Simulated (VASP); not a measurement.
SnO:

```
CELL_PARAMETERS angstrom
3.79860 0.00000 0.00000
0.00000 3.79860 0.00000
0.00000 0.00000 4.84080
ATOMIC_POSITIONS crystal
Sn 0.50000 0.00000 0.23690
Sn 0.00000 0.50000 0.76310
O 0.00000 0.00000 0.00000
O 0.50000 0.50000 0.00000
```

| Item | Value |
| --- | --- |
| Program | VASP 6.6.1 |
| Task | relaxation of cell and atoms |
| Functional | PBE |
| Dispersion | D3(BJ) |
| Potentials or basis | VASP PAW PBE potentials, release 64 (Sn_d, O) |
| Cutoff | 600 eV |
| k mesh | 8 × 8 × 6 |
| Occupations | gaussian, width 0.03 eV |
| Spin | no spin polarisation |

At the start: pressure 2.8 GPa; volume 17.46 Å³/atom.

Task: How do energy, volume and symmetry change on relaxing?

Result: Over 15 steps the energy falls by 7.0 meV/atom and the volume is 17.39 Å³/atom (-0.4 %); space group P4/nmm (No. 129, to 0.05 Å).

The path:
```tsv
step	energy change (eV)	largest force (eV/Å)	pressure (GPa)	volume (Å³)
1	0.0000	0.5986	2.85	69.85
2	0.0007	0.5050	-2.93	73.04
3	-0.0222	0.0328	-0.21	71.39
4	-0.0222	0.0443	-0.09	71.36
5	-0.0234	0.0545	-0.12	71.24
6	-0.0256	0.0856	-0.12	70.88
7	-0.0239	0.1446	-0.08	70.13
8	-0.0259	0.1072	-0.12	70.66
9	-0.0269	0.0494	-0.19	70.42
10	-0.0275	0.0452	-0.41	69.97
11	-0.0279	0.0041	0.09	69.37
12	-0.0280	0.0122	-0.01	69.50
13	-0.0280	0.0142	-0.05	69.53
14	-0.0280	0.0153	-0.02	69.52
15	-0.0280	0.0041	-0.02	69.55
```

Final structure:
```
CELL_PARAMETERS angstrom
3.83538 0.00000 0.00000
0.00000 3.83538 0.00000
0.00000 0.00000 4.72805
ATOMIC_POSITIONS crystal
Sn 0.50000 0.00000 0.24596
Sn 0.00000 0.50000 0.75404
O 0.00000 0.00000 0.00000
O 0.50000 0.50000 0.00000
```

Caveat: pairwise dispersion overbinds metals, which lowers pressure and volume.
